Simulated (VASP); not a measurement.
Here is the system:

```yaml
crystal:
  lattice:
    - [4.00751, 0.00000, 0.00000]
    - [-2.00375, 3.47060, 0.00000]
    - [0.00000, 0.00000, 4.82573]
  atoms:
    - { symbol: Fe, position: [0.00000, 0.00000, 0.00000] }
    - { symbol: Fe, position: [0.00000, 0.00000, 0.50000] }
    - { symbol: Fe, position: [0.66667, 0.33333, 0.75000] }
    - { symbol: Fe, position: [0.33333, 0.66667, 0.25000] }
    - { symbol: Ge, position: [0.66667, 0.33333, 0.25000] }
    - { symbol: Ge, position: [0.33333, 0.66667, 0.75000] }
```

Calculation: LDA (Ceperley-Alder, Perdew-Zunger) with spin-orbit coupling, VASP's LDA PAW potentials (set 64) (plane waves; VASP). Settings: 400 eV cut-off, 8×8×6 Γ-centred mesh, Gaussian smearing of 0.050 eV, potentials Fe Ge_d.

The run has a spin-polarised start.

Task: Give the energies of bands 53 to 66 at the high-symmetry points, in eV from the Fermi level.

Result: 
```json
[
 {"band": "53", "Γ": "-0.44", "M": "-1.02", "K": "-1.16", "A": "-0.57", "L": "-1.15", "H": "-1.30"},
 {"band": "54", "Γ": "-0.34", "M": "-0.97", "K": "-1.03", "A": "-0.57", "L": "-1.15", "H": "-1.26"},
 {"band": "55", "Γ": "-0.25", "M": "-0.96", "K": "-1.00", "A": "-0.57", "L": "-1.07", "H": "-0.81"},
 {"band": "56", "Γ": "-0.23", "M": "-0.94", "K": "-0.95", "A": "-0.57", "L": "-1.07", "H": "-0.73"},
 {"band": "57", "Γ": "-0.05", "M": "-0.86", "K": "-0.95", "A": "0.27", "L": "-0.66", "H": "-0.57"},
 {"band": "58", "Γ": "0.36", "M": "-0.58", "K": "-0.89", "A": "0.27", "L": "-0.66", "H": "-0.49"},
 {"band": "59", "Γ": "0.42", "M": "-0.37", "K": "-0.66", "A": "0.28", "L": "-0.22", "H": "-0.47"},
 {"band": "60", "Γ": "0.55", "M": "-0.20", "K": "-0.39", "A": "0.28", "L": "-0.22", "H": "-0.41"},
 {"band": "61", "Γ": "0.57", "M": "-0.17", "K": "-0.39", "A": "0.53", "L": "-0.10", "H": "-0.05"},
 {"band": "62", "Γ": "0.58", "M": "-0.05", "K": "-0.11", "A": "0.53", "L": "-0.10", "H": "-0.03"},
 {"band": "63", "Γ": "0.61", "M": "0.10", "K": "-0.10", "A": "0.55", "L": "-0.04", "H": "0.23"},
 {"band": "64", "Γ": "1.20", "M": "0.29", "K": "0.10", "A": "0.55", "L": "-0.04", "H": "0.27"},
 {"band": "65", "Γ": "1.22", "M": "0.34", "K": "0.11", "A": "2.03", "L": "0.44", "H": "0.38"},
 {"band": "66", "Γ": "2.26", "M": "0.46", "K": "0.66", "A": "2.03", "L": "0.44", "H": "0.41"}
]
```

It has no gap at this level: it comes out as a metal or semimetal.

The structure comes from a computed database's Fe2Ge entry (P6_3/mmc); how it stands against other phases isn't given here. It was relaxed first, which changed the volume by -9 %.
